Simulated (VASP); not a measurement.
Input of a VASP 6.6.1 run:

Contents of INCAR:

```
SYSTEM = Al2GaP3
PREC     = Normal         ! precision mode
ENCUT    = 520            ! plane-wave cutoff, eV
EDIFF    = 1E-4           ! SCF threshold, eV
ISMEAR   = 0              ! smearing method
SIGMA    = 0.15           ! smearing width, eV
LREAL    = .False.        ! projectors in reciprocal space
LASPH    = .True.         ! aspherical terms in the spheres
NELM     = 60             ! most SCF steps
ALGO     = Fast           ! electronic algorithm
ISIF     = 3              ! what is computed and relaxed
LWAVE    = .False.        ! write WAVECAR
LCHARG   = .False.        ! write CHGCAR
GGA      = PE             ! functional
IBRION   = 2              ! ionic algorithm
NSW      = 24             ! ionic steps
EDIFFG   = -0.08          ! ionic threshold
```

The input KPOINTS:

```
regular mesh
0
Gamma
  4 4 4
  0 0 0
```

File POSCAR:

```
Al2GaP3
1.0
   -1.9300000000      5.7900000000      2.7300000000
    1.9300000000     -5.7900000000      2.7300000000
    1.9300000000      5.7900000000     -2.7300000000
Al Ga P
2 1 3
Direct
    0.6667000000      0.0000000000      0.6667000000
    0.3333000000      0.0000000000      0.3333000000
    0.0000000000      0.0000000000      0.0000000000
    0.7500000000      0.2500000000      0.5000000000
    0.0833000000      0.2500000000      0.8333000000
    0.4167000000      0.2500000000      0.1667000000
```

Potentials or basis: VASP PAW PBE potentials, release 64 (Al, Ga_d, P).

Launch:

```console
$ cat potpaw_PBE.64/Al/POTCAR potpaw_PBE.64/Ga_d/POTCAR potpaw_PBE.64/P/POTCAR > POTCAR
$ mpirun -np 1 vasp_std > vasp.out
```

Task: What does it give for the band gap on the k mesh?

Result: 1.64 eV, indirect (least direct gap 1.95 eV).

Task: What does it give for the relaxed cell?

Result: a = 6.743 Å, b = 6.743 Å, c = 6.743 Å, α = 146.37°, β = 60.02°, γ = 131.84°.

Final structure:
```
Al Ga P
1.0
    -1.95080    5.83902    2.75143
     1.95080   -5.83902    2.75143
     1.95080    5.83902   -2.75143
Al Ga P
2 1 3
Cartesian
  1.9508 1.9463 2.7512
  1.9508 -1.9463 2.7512
  0.0000 0.0000 5.5027
  0.0000 5.8390 1.3736
  1.9508 3.8915 -1.3743
  0.0000 1.9475 1.3771
```

Caveat: the k mesh is coarse (spacing up to 0.50 Å⁻¹), so the values aren't converged. Expect the measured gap to be larger: semilocal functionals such as PBE lack the derivative discontinuity.
